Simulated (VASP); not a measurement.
Computed with PBE GGA, VASP's PBE PAW potentials (set 64) (plane waves; VASP 6.6.1).

The input files of a VASP run:

**INCAR**
```
! general
SYSTEM  = PtSe2
PREC    = Accurate
ENCUT   = 520
LREAL   = F
LASPH   = T
ICHARG  = 11

! electronic loop
EDIFF   = 1E-7
NELM    = 100
ALGO    = Normal
LMAXMIX = 6

! smearing
ISMEAR  = 0
SIGMA   = 0.05

! functional
GGA     = PE

! output
LWAVE   = F
LCHARG  = F
LORBIT  = 11
```

**KPOINTS**
```
k-points along high-symmetry lines
10
Line-mode
Reciprocal
  0.000000   0.000000   0.000000 ! GAMMA
  0.500000  -0.000000   0.000000 ! M

  0.500000  -0.000000   0.000000 ! M
  0.333333   0.333333   0.000000 ! K

  0.333333   0.333333   0.000000 ! K
  0.000000   0.000000   0.000000 ! GAMMA

  0.000000   0.000000   0.000000 ! GAMMA
  0.000000   0.000000   0.500000 ! A

  0.000000   0.000000   0.500000 ! A
  0.500000  -0.000000   0.500000 ! L

  0.500000  -0.000000   0.500000 ! L
  0.333333   0.333333   0.500000 ! H

  0.333333   0.333333   0.500000 ! H
  0.000000   0.000000   0.500000 ! A

  0.500000  -0.000000   0.500000 ! L
  0.500000  -0.000000   0.000000 ! M

  0.333333   0.333333   0.500000 ! H
  0.333333   0.333333   0.000000 ! K
```

File POSCAR:
```
PtSe2
1.0
  1.8748874681  -3.2474006003   0.0000000000
  1.8748874681   3.2474006003   0.0000000000
  0.0000000000   0.0000000000   6.4583816317
Pt Se
1 2
Cart
  0.0000000000   0.0000000000   0.0000000000
  1.8748874681   1.0824690317   1.3083401994
  1.8748874681  -1.0824690317   5.1500414323
```

POTCAR, in this order: Pt Se (PBE.64 set). Program: vasp_std. Read from the step before: CHGCAR.

The run wrote:

OSZICAR:
```
       N       E                     dE             d eps       ncg     rms          rms(c)
DAV:   1     0.120780856575E+03    0.12078E+03   -0.98264E+03  2716   0.125E+03
DAV:   2    -0.866280628952E+01   -0.12944E+03   -0.12639E+03  3484   0.230E+02
DAV:   3    -0.141849177720E+02   -0.55221E+01   -0.54787E+01  3358   0.510E+01
DAV:   4    -0.142416279338E+02   -0.56710E-01   -0.56695E-01  3344   0.552E+00
DAV:   5    -0.142426633363E+02   -0.10354E-02   -0.10354E-02  3510   0.700E-01
DAV:   6    -0.142426972417E+02   -0.33905E-04   -0.33905E-04  3415   0.119E-01
DAV:   7    -0.142426987297E+02   -0.14880E-05   -0.14880E-05  3549   0.232E-02
DAV:   8    -0.142426987973E+02   -0.67621E-07   -0.67657E-07  3380   0.467E-03
   1 F= -.14242699E+02 E0= -.14242699E+02  d E =-.379769E-11
```

### OUTCAR
```
 val. band max:        3.1641511617   @ k =   0.1111   0.1111   0.0000

 cond. band min:       4.1734921575   @ k =   0.2222   0.0000   0.5000



 k-point     1 :       0.0000    0.0000    0.0000
  band No.  band energies     occupation
      1     -11.0750      2.00000
      2      -9.2379      2.00000
      3      -2.2951      2.00000
      4      -2.1496      2.00000
      5      -2.1496      2.00000
      6       0.0832      2.00000
      7       0.0832      2.00000
      8       1.5092      2.00000
      9       2.8591      2.00000
     10       2.8591      2.00000
     11       2.9312      2.00000
     12       5.7497      0.00000
     13       5.7497      0.00000
     14       7.3126      0.00000
     15       8.3183      0.00000

 k-point     2 :       0.0556    0.0000    0.0000
  band No.  band energies     occupation
      1     -11.0428      2.00000
      2      -9.2415      2.00000
      3      -2.2614      2.00000
      4      -2.1491      2.00000
      5      -2.1294      2.00000
      6       0.0397      2.00000
      7       0.0580      2.00000
      8       1.4228      2.00000
      9       2.7862      2.00000
     10       2.8594      2.00000
     11       2.9764      2.00000
     12       5.5222      0.00000
     13       5.7035      0.00000
     14       7.5003      0.00000
     15       8.5629      0.00000

 k-point     3 :       0.1111    0.0000    0.0000
  band No.  band energies     occupation
      1     -10.9477      2.00000
      2      -9.2522      2.00000
      3      -2.1760      2.00000
      4      -2.1302      2.00000
      5      -2.0716      2.00000
      6      -0.1069      2.00000
      7      -0.0068      2.00000
      8       1.1913      2.00000
      9       2.6364      2.00000
     10       2.8425      2.00000
     11       3.0809      2.00000
     12       5.0325      0.00000
     13       5.5943      0.00000
     14       7.9873      0.00000
     15       9.0433      0.00000

...
```

The density is held fixed in this step, so its total energy and stress have no physical meaning. Without a dispersion term in the relaxation, distances and binding between the weakly bound layers, chains or molecules are unreliable, and so is what depends on them. Unless said otherwise, spin-orbit coupling is left out, though it shifts the bands of the heavy elements here.

The compound is PtSe2 in the 1T layered structure. It was relaxed first, which changed the volume by +28 %.
